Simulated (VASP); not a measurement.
A run of VASP 6.6.1 is set up as follows.

The input INCAR:

```
PREC = Normal
ENCUT = 520
EDIFF = 1E-4
ISMEAR = 0
SIGMA = 0.15
LREAL = F
LASPH = T
NELM = 60
ALGO = Fast
ISIF = 3
LWAVE = F
LCHARG = F
GGA = PE
IBRION = 2
NSW = 24
EDIFFG = -0.08
```

KPOINTS

```
regular mesh
0
Gamma
  3 3 3
```

The input POSCAR:

```
Ca3ZrN3
1.0
    4.9475615700      0.0000000000      0.0000000000
    0.0000000000      4.9475615700      0.0000000000
    0.0000000000      0.0000000000      4.9475615700
Ca Zr N
3 1 3
Direct
    0.0000000000      0.5000000000      0.5000000000
    0.5000000000      0.0000000000      0.5000000000
    0.5000000000      0.5000000000      0.0000000000
    0.0000000000      0.0000000000      0.0000000000
    0.5000000000      0.0000000000      0.0000000000
    0.0000000000      0.5000000000      0.0000000000
    0.0000000000      0.0000000000      0.5000000000
```

Potentials or basis: VASP PAW PBE potentials, release 64 (Ca_sv, Zr_sv, N).

Run with:

```sh
$ cat potpaw_PBE.64/Ca_sv/POTCAR potpaw_PBE.64/Zr_sv/POTCAR potpaw_PBE.64/N/POTCAR > POTCAR
$ mpirun -np 1 vasp_std > vasp.out
```

Problem. Predict the band gap on the k mesh.

Solution. None (metal or under the smearing width).

Problem. Predict the space group after relaxing (to 0.05 Å).

Solution. Pm-3m (No. 221).

Step by step:
```tsv
step	energy change (eV)	largest force (eV/Å)	pressure (GPa)	volume (Å³)
1	0.0000	0.0000	-8.67	121.11
2	-0.1918	0.0000	6.11	105.43
3	-0.2932	0.0000	-0.04	110.92
```

Caveat: the k mesh is coarse (spacing up to 0.42 Å⁻¹), so the values aren't converged; the relaxation stopped at a loose force limit of 0.08 eV/Å, so its end isn't a converged minimum.
